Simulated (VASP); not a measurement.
Data:

```xyz
3
Lattice="0.0000 2.6993 2.6993 2.6993 0.0000 2.6993 2.6993 2.6993 0.0000" Properties=species:S:1:pos:R:3 pbc="T T T"
Cd     0.0000     2.6993     2.6993
F      1.3496     1.3496     1.3496
F      4.0489     4.0489     4.0489
```

These are PBEsol GGA, VASP's PBE PAW potentials (set 64) (plane waves; VASP 6.6.1) values and carry that method's errors. Run with 520 eV cut-off, 9×9×9 Γ-centred mesh, Gaussian smearing of 0.010 eV, potentials Cd F.

Predict the energy per atom (σ→0).

```json
{
 "energy per atom (σ→0)": "-3.865 eV/atom"
}
```

The compound is CdF2 in the fluorite structure. It was relaxed first.
